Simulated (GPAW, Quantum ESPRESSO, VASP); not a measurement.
**Code comparison for Sr (P6_3/mmc, 2 atoms in the cell)**

Self-consistent single point.

```yaml
crystal:
  lattice:
    - [4.25862, 0.00000, 0.00000]
    - [-2.12931, 3.68807, 0.00000]
    - [0.00000, 0.00000, 6.97482]
  atoms:
    - { symbol: Sr, position: [0.33333, 0.66667, 0.25000] }
    - { symbol: Sr, position: [0.66667, 0.33333, 0.75000] }
```

Shared settings, as Quantum ESPRESSO writes them: occupations = smearing; smearing = gauss; degauss = 0.019992 Ry; K_POINTS = automatic 4 4 3 0 0 0. Potentials and cutoffs stand in the table.

| code | model | pressure (GPa) | cutoff |
|---|---|---|---|
| GPAW | PBEsol, GPAW PAW datasets PBEsol (made by gpaw-setup) | -0.45 | 550 eV |
| Quantum ESPRESSO | PBEsol, GBRV 1.5 ultrasoft (PBESOL) pseudopotentials | -0.49 | 40 Ry |
| VASP | PBEsol, VASP's PBE PAW potentials (set 64) | -0.53 | 300 eV |

The spread over the programs that give each value: pressure within 0.08 GPa.

On the base mesh (12 12 7 0 0 0) the same programs gave: Quantum ESPRESSO pressure -0.51 GPa; GPAW pressure -0.47 GPa; VASP pressure -0.55 GPa.

VASP's run is marked for a possible Pulay error in its stress at this cutoff; no cutoff test was made.

The starting cell comes from a database of computed structures (which also holds hypothetical and non-ambient phases and stackings), without a prior relaxation at this level. Its lattice was rescaled by a random factor within 2.5 % of one.

Left out of this page: Ansatz, ABINIT, Elk, FLEUR and SIESTA (not drawn, or without a comparable value); CP2K (on another mesh).
